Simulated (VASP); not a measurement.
Level of theory: PBE GGA, VASP's PBE PAW potentials (set 64) (plane waves; VASP).

A VASP calculation is set up with these files.

**INCAR**
```
! general
SYSTEM  = Rb
PREC    = Accurate
ENCUT   = 400
LREAL   = .False.
LASPH   = .True.
ADDGRID = .True.

! electronic loop
EDIFF   = 1E-6
NELM    = 100
ALGO    = Normal
LMAXMIX = 4

! smearing
ISMEAR  = 1
SIGMA   = 0.1

! functional
GGA     = PE

! ions
ISIF    = 2

! output
LWAVE   = .False.
LCHARG  = .False.
```

### KPOINTS
```
Regular mesh
0
G
 8 8 8
0 0 0
```

POSCAR:
```
Rb
1
   -2.8250000000     2.8250000000     2.8250000000
    2.8250000000    -2.8250000000     2.8250000000
    2.8250000000     2.8250000000    -2.8250000000
Rb
1
Direct
  0.0000000000   0.0000000000   0.0000000000
```

POTCAR, in this order: Rb_sv (PBE.64 set). Program: vasp_std.

Output

### OUTCAR
```
 ion  position               nearest neighbor table
   1  0.000  0.000  0.000-
  LATTYP: Found a body centered cubic cell.
 ALAT       =     5.6500000000
 Subroutine PRICEL returns:
 Original cell was already a primitive cell.
 Subroutine GETGRP returns: Found 48 space group operations
The static configuration has the point symmetry O_h .
The dynamic configuration has the point symmetry O_h .
 Subroutine INISYM returns: Found 48 space group operations
 Subroutine IBZKPT returns following result:
 Found     29 irreducible k-points:

 Following reciprocal coordinates:
            Coordinates               Weight
  0.000000  0.000000  0.000000      1.000000
  0.125000  0.000000  0.000000     12.000000
  0.250000  0.000000  0.000000     12.000000
  0.375000  0.000000  0.000000     12.000000
  0.500000  0.000000  0.000000      6.000000
  0.125000  0.125000  0.000000     24.000000
  0.250000  0.125000  0.000000     48.000000
  0.375000  0.125000  0.000000     48.000000
  0.250000  0.250000  0.000000     24.000000
  0.375000  0.250000  0.000000     24.000000
  0.125000  0.125000  0.125000      8.000000
  0.250000  0.125000  0.125000     24.000000
  0.375000  0.125000  0.125000     12.000000
 -0.125000  0.125000  0.125000      6.000000
  0.250000  0.250000  0.125000     24.000000
 -0.250000  0.250000  0.125000     24.000000
 -0.375000  0.375000  0.125000     24.000000
 -0.250000  0.375000  0.125000     24.000000
  0.500000  0.500000  0.125000     12.000000
 -0.375000  0.500000  0.125000     48.000000
 -0.375000 -0.375000  0.125000      8.000000
  0.250000  0.250000  0.250000      2.000000
 -0.250000  0.250000  0.250000      6.000000
 -0.375000  0.375000  0.250000     24.000000
  0.500000  0.500000  0.250000     12.000000
 -0.375000  0.500000  0.250000     24.000000
 -0.375000  0.375000  0.375000      6.000000
  0.500000  0.500000  0.375000     12.000000
  0.500000  0.500000  0.500000      1.000000
   k-points           NKPTS =     29   k-points in BZ     NKDIM =     29   number of bands    NBANDS=      8
   number of dos      NEDOS =    301   number of ions     NIONS =      1
   total plane-waves  NPLWV =  32768
   dimension x,y,z NGX =    32 NGY =   32 NGZ =   32
   dimension x,y,z NGXF=    64 NGYF=   64 NGZF=   64
   ions per type =               1
   PREC   = accura    normal or accurate (medium, high low for compatibility)
   ISTART =      0    job   : 0-new  1-cont  2-samecut
   ICHARG =      2    charge: 1-file 2-atom 10-const
   ISPIN  =      1    spin polarized calculation?
   LNONCOLLINEAR =      F non collinear calculations
   LSORBIT =      F    spin-orbit coupling
   INIWAV =      1    electr: 0-lowe 1-rand  2-diag
   ENCUT  =  400.0 eV  29.40 Ry    5.42 a.u.   7.98  7.98  7.98*2*pi/ulx,y,z
   NELM   =    100;   NELMIN=  2; NELMDL= -5     # of ELM steps
   EDIFF  = 0.1E-05   stopping-criterion for ELM
   LREAL  =      F    real-space projection
   NLSPLINE    = F    spline interpolate recip. space projectors
   LMAXMIX     =    4 max onsite mixed and CHGCAR
   VOSKOWN=      0    Vosko Wilk Nusair interpolation
   EDIFFG = 0.1E-04   stopping-criterion for IOM
   NSW    =      0    number of steps for IOM
   NBLOCK =      1;   KBLOCK =      1    inner block; outer block
   IBRION =     -1    ionic relax: 0-MD 1-quasi-New 2-CG
   NFREE  =      0    steps in history (QN), initial steepest desc. (CG)
   ISIF   =      2    stress and relaxation
   ISYM   =      2    0-nonsym 1-usesym 2-fastsym
   TEIN   =    0.0    initial temperature
   TEBEG  =    0.0;   TEEND  =   0.0 temperature during run
   SMASS  =  -3.00    Nose mass-parameter (am)
   PSTRESS=    0.0 pullay stress
...
```

File OSZICAR:
```
       N       E                     dE             d eps       ncg     rms          rms(c)
DAV:   1     0.367053900551E+02    0.36705E+02   -0.30120E+03   464   0.664E+02
DAV:   2     0.874004629400E+00   -0.35831E+02   -0.35789E+02   496   0.132E+02
DAV:   3    -0.896496712210E+00   -0.17705E+01   -0.17619E+01   696   0.317E+01
DAV:   4    -0.927681454381E+00   -0.31185E-01   -0.31182E-01   720   0.370E+00
DAV:   5    -0.927834387775E+00   -0.15293E-03   -0.15293E-03   728   0.201E-01    0.119E+00
DAV:   6    -0.928401153506E+00   -0.56677E-03   -0.17684E-03   728   0.287E-01    0.715E-01
DAV:   7    -0.929265721808E+00   -0.86457E-03   -0.33313E-03   608   0.388E-01    0.450E-02
DAV:   8    -0.929377828662E+00   -0.11211E-03   -0.12904E-04   584   0.111E-01    0.148E-02
DAV:   9    -0.929384697170E+00   -0.68685E-05   -0.67464E-06   800   0.215E-02    0.429E-03
DAV:  10    -0.929384207235E+00    0.48993E-06   -0.24344E-06   592   0.102E-02
   1 F= -.92938421E+00 E0= -.92889498E+00  d E =-.146769E-02
```

File OUTCAR:
```
------------------------ aborting loop because EDIFF is reached ----------------------------------------
  FORCE on cell =-STRESS in cart. coord.  units (eV):
  Direction    XX          YY          ZZ          XY          YZ          ZX
  --------------------------------------------------------------------------------------
  Total        0.0205473      0.0205473      0.0205473      0.0000000     -0.0000000      0.0000000
  in kB        0.3650486      0.3650486      0.3650486      0.0000000     -0.0000000      0.0000000
  external PRESSURE =       0.3650486 kB  Pullay stress =       0.0000000 kB
  volume of cell :       90.18
      direct lattice vectors                 reciprocal lattice vectors
    -2.825000000  2.825000000  2.825000000     0.000000000  0.176991150  0.176991150
     2.825000000 -2.825000000  2.825000000     0.176991150  0.000000000  0.176991150
     2.825000000  2.825000000 -2.825000000     0.176991150  0.176991150  0.000000000
 POSITION                                       TOTAL-FORCE (eV/Angst)
 -----------------------------------------------------------------------------------
      0.00000      0.00000      0.00000         0.000000     -0.000000     -0.000000
 -----------------------------------------------------------------------------------
    total drift:                                0.000000      0.000000     -0.000000
  FREE ENERGIE OF THE ION-ELECTRON SYSTEM (eV)
  ---------------------------------------------------
  free  energy   TOTEN  =        -0.9293842072 eV

  energy  without entropy=       -0.9279165141  energy(sigma->0) =       -0.92889498
```
(Selected blocks of OUTCAR.)

File OUTCAR:
```
 val. band max:        0.0137443535   @ k =   0.2500   0.2500   0.0000

 cond. band min:       0.1118400317   @ k =   0.3750   0.1250   0.0000


 Fermi energy:         0.0703180793

 k-point     1 :       0.0000    0.0000    0.0000
  band No.  band energies     occupation
      1     -28.8656      2.00000
      2     -12.9071      2.00000
      3     -12.9071      2.00000
      4     -12.9071      2.00000
      5      -1.9511      2.00000
      6       3.7194      0.00000
      7       3.7194      0.00000
      8       3.7194      0.00000

 k-point     2 :       0.1250    0.0000    0.0000
  band No.  band energies     occupation
      1     -28.8650      2.00000
      2     -12.9219      2.00000
      3     -12.9120      2.00000
      4     -12.9071      2.00000
      5      -1.7660      2.00000
      6       3.3989      0.00000
      7       3.4787      0.00000
      8       3.8907      0.00000

 k-point     3 :       0.2500    0.0000    0.0000
  band No.  band energies     occupation
      1     -28.8634      2.00000
      2     -12.9571      2.00000
      3     -12.9237      2.00000
      4     -12.9071      2.00000
      5      -1.2375      2.00000
      6       2.5018      0.00000
      7       3.0512      0.00000
      8       4.3921      0.00000

 k-point     4 :       0.3750    0.0000    0.0000
  band No.  band energies     occupation
      1     -28.8619      2.00000
      2     -12.9916      2.00000
      3     -12.9353      2.00000
      4     -12.9071      2.00000
      5      -0.4493      2.00000
      6       1.5571     -0.00000
      7       2.7324      0.00000
      8       4.4632      0.00000

 k-point     5 :       0.5000    0.0000    0.0000
  band No.  band energies     occupation
      1     -28.8613      2.00000
      2     -13.0057      2.00000
      3     -12.9401      2.00000
      4     -12.9071      2.00000
      5       0.2702     -0.01605
      6       0.8188     -0.00000
      7       2.6192      0.00000
...
```

The compound is Rb in the bcc structure. The cell was not relaxed at this level. The run is one of a series of settings (ADDGRID = .TRUE. against the base run), some of them coarse on purpose.
